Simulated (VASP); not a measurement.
Given:

```
HfB2
1.0
    1.56290    -2.70703     0.00000
    1.56290     2.70703     0.00000
    0.00000     0.00000     3.44861
Hf B
1 2
Direct
  0.00000   0.00000   0.00000
  0.33333   0.66667   0.50000
  0.66667   0.33333   0.50000
```

Method: PBEsol GGA, VASP's PBE PAW potentials (set 64) (plane waves; VASP). Numerical set-up: 520 eV cut-off, Gaussian smearing of 0.050 eV, potentials Hf_pv B.

Unless said otherwise, spin-orbit coupling is left out, though it shifts the bands of the heavy elements here.

**Question.** Estimate the band gap (along the path) with the smallest direct gap where there is one.

**Answer.** 
* **band gap (along the path)**: none (metal, semimetal or under 0.01 eV)

The absolute energy has meaning only against runs of the same code, potentials and settings.

The compound is HfB2 in the AlB2 type structure. It was relaxed first.
